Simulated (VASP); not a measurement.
Runs of VASP 6.6.1 on CdRh3. It takes space group Fm-3m (No. 225, cubic). The conventional cell has a = 6.246 Å, b = 6.246 Å, c = 6.246 Å, α = 90.00°, β = 90.00°, γ = 90.00°. Cd (site symmetry m-3m) is surrounded by 8 Rh at 2.70 Å. Around Rh (site symmetry -43m) lie 4 Cd at 2.70 Å and 4 Rh at 2.70 Å. Rh (site symmetry m-3m) has 8 Rh at 2.70 Å as nearest neighbours. The cell was built by a generator and needn't be a form met in nature.

```csv
task,level,spin,U,fixed moment (μB),cell,cutoff (eV),smearing,gap on the mesh (eV),pressure (GPa)
single point,PBE,off,-,-,as given,520,fermi-dirac 0.05 eV,none,5.0
hyperfine couplings,optB86b-vdW,"collinear, antiferromagnetic start",-,0,as given,520,tetrahedron,-,0.0
relaxation of cell and atoms,PBE,off,-,-,relaxed,600,methfessel-paxton 0.1 eV,none,-0.1
single point,PBEsol+D4,off,-,-,as given,520,methfessel-paxton 0.2 eV,none,-8.2
single point,rev-vdW-DF2+U,off,Rh d U = 4 eV,-,as given,520,methfessel-paxton 0.2 eV,none,(a)
```

Alike in all rows: potentials or basis VASP PAW PBE potentials, release 64 (Cd, Rh_pv); k mesh 7 × 7 × 7.

Task: Estimate the missing entries.

Result: (a) -3.2.

Caveats: the PAW data sets were made with another functional, which shifts forces and pressure a little (some runs); the total moment is fixed, so each spin has its own Fermi level (some runs); pairwise dispersion overbinds metals, which lowers pressure and volume (some runs); U without spin polarisation on a metal has little footing (some runs); the U is typed as a test and isn't derived for this compound (some runs).

A k mesh can miss the band edges, and the runs leave out spin-orbit coupling on Cd, Rh.

A gap of «none» marks a metal or a gap under the smearing width.
